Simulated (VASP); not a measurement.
Elastic constants (GPa) of a crystal from PBEsol GGA, VASP's PBE PAW potentials (set 64) (VASP):

|  | xx | yy | zz | yz | xz | xy |
|---|---|---|---|---|---|---|
| xx | 377.9 | 248.0 | 248.0 | 0.0 | 0.0 | 0.0 |
| yy | 248.0 | 377.9 | 248.0 | 0.0 | 0.0 | 0.0 |
| zz | 248.0 | 248.0 | 377.9 | 0.0 | 0.0 | 0.0 |
| yz | 0.0 | 0.0 | 0.0 | 85.2 | 0.0 | 0.0 |
| xz | 0.0 | 0.0 | 0.0 | 0.0 | 85.2 | 0.0 |
| xy | 0.0 | 0.0 | 0.0 | 0.0 | 0.0 | 85.2 |

Finite-difference elastic constants of metals are sensitive to mesh and smearing; shear constants can be off by tens of GPa.

Work out the Voigt, Reuss and Hill moduli, Young's modulus and Poisson's ratio.

All eigenvalues are positive (smallest 85.2 GPa), so the crystal is stable. K_V = (C11+C22+C33+2(C12+C13+C23))/9 = (1133.7 + 2×744.0)/9 = 291.3 GPa; G_V = (1133.7 − 744.0 + 3×255.6)/15 = 77.1 GPa. From the compliances, K_R = 291.3 GPa and G_R = 75.8 GPa. Hill: K = 291.3 GPa, G = 76.4 GPa, E = 9KG/(3K+G) = 210.8 GPa, ν = (3K−2G)/(2(3K+G)) = 0.379. K/G = 3.81, above Pugh's 1.75; universal anisotropy A^U = 0.09.

With a density of 21.59 g/cm³, what are the mean sound speeds?

v_l = √((K+4G/3)/ρ) = 4.27 km/s and v_t = √(G/ρ) = 1.88 km/s. The crystal is Pt (fcc), cubic.

The compound is Pt in the fcc structure. It was relaxed first.
